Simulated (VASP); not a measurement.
GaP (relaxed from the zinc blende structure, space group F-43m) relaxed at rising pressure, in one space group throughout; other phases were not tried. The pressures are those reached. Calculation: PBEsol GGA, VASP's PBE PAW potentials (set 64) (plane waves; VASP).

```csv
P (GPa),V (Å³/atom),k-mesh
-0.11,20.113,8×8×8
4.95,19.071,9×9×9
9.93,18.268,9×9×9
20.00,17.042,9×9×9
30.00,16.131,9×9×9
```

A change of mesh leaves a small step in the series.

Task: Fit an equation of state and predict the volume at 44.89 GPa.

Result: Least squares on the third-order Birch-Murnaghan form, P = (3B0/2)(y⁷ − y⁵)[1 + (3/4)(B′ − 4)(y² − 1)] with y = (V0/V)^(1/3), gives V0 = 20.086 Å³/atom, B0 = 86 GPa and B′ = 4.3, and so 15.108 Å³/atom. The run gave 15.100 Å³/atom, -0.1 % from the fit.

Pressures at which the relaxation failed are left out.

The structure was generated: GaP was put into the zinc blende type (F-43m), which need not be its known phase.
